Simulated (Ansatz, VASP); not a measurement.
**CsSrF3 in VASP and in Ansatz**

```
Cs Sr F
1.0
     4.90614    0.00000    0.00000
     0.00000    4.90614    0.00000
     0.00000    0.00000    4.76325
Cs Sr F
1 1 3
Direct
  0.00000 0.00000 0.00000
  0.50000 0.50000 0.50000
  0.00000 0.50000 0.50000
  0.50000 0.00000 0.50000
  0.50000 0.50000 0.00000
```

Change from the starting cell: strain +0.030 along x and y, +0.000 along z, atoms carried along.

Alike in both runs: task single point; functional LDA; k mesh 6 × 6 × 6; occupations gaussian, width 0.05 eV; no spin polarisation.

```csv
,VASP,Ansatz
version,VASP 6.6.1,Ansatz 0.2.0
potentials or method,"VASP PAW LDA potentials, release 64 (Cs_sv, Sr_sv, F)","scalar-relativistic, plane waves, PAW"
plane-wave cutoff (eV),520,420
valence electrons in the cell,40,40
```

Ansatz gave:

| Item | Value |
| --- | --- |
| gap on the k mesh at the Fermi level (eV) | 5.76 |
| least direct gap on the mesh (eV) | 5.82 |
| pressure (GPa) | -5.0 |
| largest component of the traceless stress (GPa) | 1.11 |

Problem. Which values does VASP return?

Solution. gap on the k mesh at the Fermi level (eV): 5.75; least direct gap on the mesh (eV): 5.80; pressure (GPa): -4.8; largest component of the traceless stress (GPa): 1.18.

Caveats: spin-orbit coupling is left out, which moves the levels of the heavy elements. A k mesh can miss the band edges.
